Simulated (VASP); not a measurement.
Data:

```yaml
crystal:
  lattice:
    - [0.00000, 3.47101, 3.47101]
    - [3.47101, 0.00000, 3.47101]
    - [3.47101, 3.47101, 0.00000]
  atoms:
    - { symbol: Rb, position: [0.00000, 0.00000, 0.00000] }
    - { symbol: Br, position: [0.50000, 0.50000, 0.50000] }
```

Calculation: MS2 meta-GGA, VASP's PBE PAW potentials (set 64) (plane waves; VASP). Settings: 520 eV cut-off, 7×7×7 Γ-centred mesh, tetrahedra with Blöchl corrections, potentials Rb_sv Br.

Problem. Give the energies of bands 6 to 11 at the high-symmetry points, in eV from the valence-band maximum.

Solution. 
```json
[
 {"band": "6", "Γ": "0.00", "X": "-0.46", "U": "-0.44", "L": "-0.87", "W": "-0.43"},
 {"band": "7", "Γ": "0.00", "X": "-0.15", "U": "-0.39", "L": "-0.30", "W": "-0.33"},
 {"band": "8", "Γ": "0.00", "X": "-0.15", "U": "-0.24", "L": "-0.30", "W": "-0.33"},
 {"band": "9", "Γ": "4.94", "X": "6.10", "U": "6.79", "L": "7.18", "W": "7.49"},
 {"band": "10", "Γ": "7.86", "X": "7.84", "U": "8.47", "L": "8.05", "W": "7.49"},
 {"band": "11", "Γ": "7.86", "X": "9.37", "U": "8.77", "L": "10.04", "W": "8.96"}
]
```

The gap is direct, 4.94 eV, from the valence maximum at Γ to the conduction minimum at Γ.

Measured: gap 7.20 eV (computed value off by -2.26 eV), as given by Aguado et al., (1998), arXiv:cond-mat/9809176.

The compound is RbBr in the rock salt structure. It was relaxed first.
